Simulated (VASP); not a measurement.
Given:

```
Na
1.0
   -1.82693     1.82693     1.82693
    1.82693    -1.82693     1.82693
    1.82693     1.82693    -1.82693
Na
1
Cartesian
  0.00000   0.00000   0.00000
```

Calculation: LDA (Ceperley-Alder, Perdew-Zunger), VASP's LDA PAW potentials (set 64) (plane waves; VASP 6.6.1). Settings: 500 eV cut-off, 14×14×14 Γ-centred mesh, first-order Methfessel-Paxton smearing of 0.10 eV, potentials Na_pv.

Energy and stress use the plane-wave basis of the starting cell.

Task: The ions, cell shape and volume at an external pressure of 10.0 GPa are relaxed. Give the cell that the relaxation ends in.

Result: 
```
Na
1.0
   -1.73800     1.73800     1.73800
    1.73800    -1.73800     1.73800
    1.73800     1.73800    -1.73800
Na
1
Direct
  0.00000   0.00000   0.00000
```
Space group Im-3m (229), at a tolerance of 0.03 Å.

Task: How do energy and volume change from the first to the last step?

Result: The energy (σ→0) changes by +155.2 meV/atom and the volume by -13.9 %, in 3 ionic steps.

```json
[
 {"step": "1", "E(σ→0) (eV)": "-1.3432", "max force (eV/Å)": "0.000", "pressure (GPa)": "5.00", "volume (Å³)": "24.39"},
 {"step": "2", "E(σ→0) (eV)": "-1.2347", "max force (eV/Å)": "0.000", "pressure (GPa)": "8.56", "volume (Å³)": "21.80"},
 {"step": "3", "E(σ→0) (eV)": "-1.1880", "max force (eV/Å)": "0.000", "pressure (GPa)": "10.06", "volume (Å³)": "21.00"}
]
```

The compound is Na in the bcc structure. This run relaxes it under an external pressure of 10 GPa. Symmetry was kept, so distortions that lower it aren't found.
